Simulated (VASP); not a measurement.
Data:

```yaml
crystal:
  lattice:
    - [4.43695, 2.21848, 2.21848]
    - [2.21848, 4.43695, 2.21848]
    - [2.21848, 2.21848, 4.43695]
  atoms:
    - { symbol: Fe, position: [0.00000, 0.00000, 0.00000], spin: 4.0 }
    - { symbol: Fe, position: [0.50000, 0.50000, 0.50000], spin: -4.0 }
    - { symbol: O, position: [0.25000, 0.25000, 0.25000] }
    - { symbol: O, position: [0.75000, 0.75000, 0.75000] }
```

These are PBE GGA, VASP's PBE PAW potentials (set 64) (plane waves; VASP) values and carry that method's errors. Numerical set-up: 400 eV cut-off, 7×7×7 Γ-centred mesh, Fermi-Dirac smearing of 0.010 eV, potentials Fe O.

At this cut-off the stress carries a Pulay error, which pulls relaxed volumes low.

**Question.** Predict the cell moment, energy per atom (σ→0), pressure, band gap (on the k-mesh) with the smallest direct gap where there is one.

**Answer.** 
| Item | Value |
|---|---|
| band gap (on the k-mesh) | none (metal, semimetal or under 0.01 eV) |
| cell moment | 0.00 μB |
| energy per atom (σ→0) | -7.414 eV/atom |
| pressure | -18.87 GPa |

**Question.** Give the moment on each site (PAW-sphere projection).

**Answer.** 
```tsv
site	moment (μB)
Fe1	3.48
Fe2	-3.48
O3	0.00
O4	0.00
```

Total energies compare only between runs with the same potentials, cut-off and functional.

The structure is a typed FeO crystal. The cell was not relaxed at this level. The k-mesh is coarse (spacing up to 0.34 per Å, 2π included), so the numbers may not be converged in it.
